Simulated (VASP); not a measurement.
Calculation: PBEsol GGA, VASP's PBE PAW potentials (set 64) (plane waves; VASP).

VASP input:

File POSCAR:
```
SrPd2
1
    0.0000000000     3.9356250000     3.9356250000
    3.9356250000     0.0000000000     3.9356250000
    3.9356250000     3.9356250000     0.0000000000
Sr Pd
2 4
Direct
  0.7500000000   0.7500000000   0.7500000000
  0.5000000000   0.5000000000   0.5000000000
  0.1250000000   0.6250000000   0.1250000000
  0.1250000000   0.1250000000   0.1250000000
  0.6250000000   0.1250000000   0.1250000000
  0.1250000000   0.1250000000   0.6250000000
```

**INCAR**
```
SYSTEM = SrPd2
PREC = Accurate
ENCUT = 300
EDIFF = 1E-6
NELM = 100
ALGO = Normal
LREAL = .FALSE.
LASPH = .TRUE.
ISMEAR = 0
SIGMA = 0.136
GGA = PS
LMAXMIX = 4
LWAVE = .FALSE.
LCHARG = .FALSE.
ISIF = 2
```

**KPOINTS**
```
Regular mesh
0
gamma
  3 3 3
```

POTCAR, in this order: Sr_sv Pd (PBE.64 set). Program: vasp_std.

Output of the run:

OSZICAR:
```
       N       E                     dE             d eps       ncg     rms          rms(c)
DAV:   1     0.279997883521E+03    0.28000E+03   -0.22143E+04   288   0.105E+03
DAV:   2    -0.128216715120E+02   -0.29282E+03   -0.28133E+03   316   0.282E+02
DAV:   3    -0.324553544683E+02   -0.19634E+02   -0.19239E+02   460   0.572E+01
DAV:   4    -0.330010624301E+02   -0.54571E+00   -0.54444E+00   380   0.858E+00
DAV:   5    -0.330184785720E+02   -0.17416E-01   -0.17414E-01   416   0.130E+00    0.376E+01
DAV:   6    -0.319817568938E+02    0.10367E+01   -0.11368E+01   360   0.182E+01    0.121E+01
DAV:   7    -0.316373724971E+02    0.34438E+00   -0.32539E+00   336   0.993E+00    0.131E+01
DAV:   8    -0.314722718185E+02    0.16510E+00   -0.59360E-01   404   0.452E+00    0.213E+00
DAV:   9    -0.314703559153E+02    0.19159E-02   -0.17682E-02   376   0.592E-01    0.766E-01
DAV:  10    -0.314695729335E+02    0.78298E-03   -0.48671E-03   320   0.300E-01    0.202E-01
DAV:  11    -0.314696573035E+02   -0.84370E-04   -0.66475E-04   404   0.926E-02    0.734E-02
DAV:  12    -0.314696483689E+02    0.89347E-05   -0.64186E-05   344   0.317E-02    0.318E-02
DAV:  13    -0.314696483521E+02    0.16718E-07   -0.34473E-06   292   0.898E-03
   1 F= -.31469648E+02 E0= -.31440464E+02  d E =-.583696E-01
```

### OUTCAR
```
------------------------ aborting loop because EDIFF is reached ----------------------------------------
  FORCE on cell =-STRESS in cart. coord.  units (eV):
  Direction    XX          YY          ZZ          XY          YZ          ZX
  --------------------------------------------------------------------------------------
  Total       -2.5073660     -2.5073660     -2.5073660     -0.0000000     -0.0000000      0.0000000
  in kB      -32.9501348    -32.9501348    -32.9501348     -0.0000000     -0.0000000      0.0000000
  external PRESSURE =     -32.9501348 kB  Pullay stress =       0.0000000 kB
  volume of cell :      121.92
      direct lattice vectors                 reciprocal lattice vectors
     0.000000000  3.935625000  3.935625000    -0.127044624  0.127044624  0.127044624
     3.935625000  0.000000000  3.935625000     0.127044624 -0.127044624  0.127044624
     3.935625000  3.935625000  0.000000000     0.127044624  0.127044624 -0.127044624
 POSITION                                       TOTAL-FORCE (eV/Angst)
 -----------------------------------------------------------------------------------
      5.90344      5.90344      5.90344        -0.000000      0.000000     -0.000000
      3.93562      3.93562      3.93562         0.000000     -0.000000      0.000000
      2.95172      0.98391      2.95172        -0.000000      0.000000      0.000000
      0.98391      0.98391      0.98391        -0.000000      0.000000      0.000000
      0.98391      2.95172      2.95172        -0.000000      0.000000      0.000000
      2.95172      2.95172      0.98391        -0.000000      0.000000      0.000000
 -----------------------------------------------------------------------------------
    total drift:                                0.000000     -0.000000      0.000000
  FREE ENERGIE OF THE ION-ELECTRON SYSTEM (eV)
  ---------------------------------------------------
  free  energy   TOTEN  =       -31.4696483521 eV

  energy  without entropy=      -31.4112787164  energy(sigma->0) =      -31.44046353
```
(Selected blocks of OUTCAR.)

File OUTCAR:
```
 val. band max:        6.1739040850   @ k =  -0.3333   0.3333   0.0000

 cond. band min:       6.2647784025   @ k =   0.3333   0.0000   0.0000


 Fermi energy:         6.2231031098

 k-point     1 :       0.0000    0.0000    0.0000
  band No.  band energies     occupation
      1     -28.7840      2.00000
      2     -28.6228      2.00000
      3     -11.0636      2.00000
      4     -11.0636      2.00000
      5     -11.0636      2.00000
      6     -10.6326      2.00000
      7     -10.6326      2.00000
      8     -10.6326      2.00000
      9       0.3429      2.00000
     10       1.7050      2.00000
     11       2.1107      2.00000
     12       2.1107      2.00000
     13       2.1107      2.00000
     14       2.7488      2.00000
     15       2.7488      2.00000
     16       3.0957      2.00000
     17       3.0957      2.00000
     18       3.0957      2.00000
     19       4.7528      2.00000
     20       4.7528      2.00000
     21       4.7528      2.00000
     22       4.8497      2.00000
     23       4.8497      2.00000
     24       4.8497      2.00000
     25       4.8594      2.00000
     26       4.8594      2.00000
     27       6.2650      0.66306
     28       6.2650      0.66305
     29       6.2650      0.66305
     30       6.8657      0.00000
     31       6.8657      0.00000
     32       7.4119      0.00000
     33       7.4119      0.00000
     34       7.4119      0.00000
     35       7.9825      0.00000
     36       9.3988      0.00000

 k-point     2 :       0.3333    0.0000    0.0000
  band No.  band energies     occupation
      1     -28.7564      2.00000
      2     -28.6504      2.00000
      3     -11.0969      2.00000
      4     -11.0969      2.00000
      5     -11.0764      2.00000
      6     -10.6386      2.00000
      7     -10.5941      2.00000
      8     -10.5941      2.00000
      9       1.1363      2.00000
     10       2.2416      2.00000
     11       2.4160      2.00000
     12       2.4160      2.00000
...
```

At this cut-off the stress carries a Pulay error, which pulls relaxed volumes low.

The structure comes from a computed database's SrPd2 entry (Fd-3m); how it stands against other phases isn't given here. The cell was not relaxed at this level. The k-mesh is coarse (spacing up to 0.46 per Å, 2π included), so the numbers may not be converged in it. The run is one of a series of settings (KPOINTS 3×3×3 Γ-centred mesh against the base run), some of them coarse on purpose.
